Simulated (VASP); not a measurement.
Calculation: r2SCAN meta-GGA, VASP's PBE PAW potentials (set 64) (plane waves; VASP 6.6.1).

VASP input:

File POSCAR:
```
ZrS2
1
    0.0000000000     3.1270624834     3.1270624834
    3.1270624834     0.0000000000     3.1270624834
    3.1270624834     3.1270624834    -0.0000000000
Zr S
1 2
Direct
  0.0000000000   0.0000000000   0.0000000000
  0.2500000000   0.2500000000   0.2500000000
  0.7500000000   0.7500000000   0.7500000000
```

### KPOINTS
```
Automatic
0
gamma
6 6 6
0 0 0
```

INCAR:
```
ALGO  =  Normal
EDIFF  =  1E-6
EDIFFG  =  -0.02
ENCUT  =  400
IBRION  =  2
ISIF  =  3
ISMEAR  =  0
LASPH  =  T
LCHARG  =  F
LMAXMIX  =  4
LMIXTAU  =  T
LREAL  =  F
LWAVE  =  F
METAGGA  =  R2SCAN
NELM  =  100
NSW  =  60
PREC  =  Accurate
SIGMA  =  0.05
SYSTEM  =  ZrS2
```

POTCAR, in this order: Zr_sv S (PBE.64 set). Program: vasp_std.

Question: Estimate the energy per atom (σ→0), band gap (on the k-mesh).

Answer: 
The energy per atom (σ→0) comes out as -14.426 eV/atom and the band gap (on the k-mesh) comes out as 0.13 eV.

### OSZICAR
```
...
DAV:  14    -0.432773622139E+02   -0.10477E-02   -0.49207E-04   688   0.162E-01    0.547E-02
DAV:  15    -0.432778257011E+02   -0.46349E-03   -0.86369E-04   664   0.189E-01    0.164E-02
DAV:  16    -0.432778245615E+02    0.11396E-05   -0.30142E-05   648   0.379E-02    0.989E-03
DAV:  17    -0.432778313677E+02   -0.68062E-05   -0.15998E-05   736   0.246E-02    0.263E-03
DAV:  18    -0.432778294602E+02    0.19076E-05   -0.18238E-06   432   0.100E-02    0.319E-03
DAV:  19    -0.432778311926E+02   -0.17325E-05   -0.68851E-07   296   0.871E-03    0.152E-03
DAV:  20    -0.432778308352E+02    0.35743E-06   -0.23070E-07   304   0.449E-03
   1 F= -.43277831E+02 E0= -.43277772E+02  d E =-.432778E+02
```

The structure was generated: ZrS2 was put into the fluorite type (Fm-3m), which need not be its known phase. It was relaxed first, which changed the volume by +9 %. The start is the result of an earlier pass.
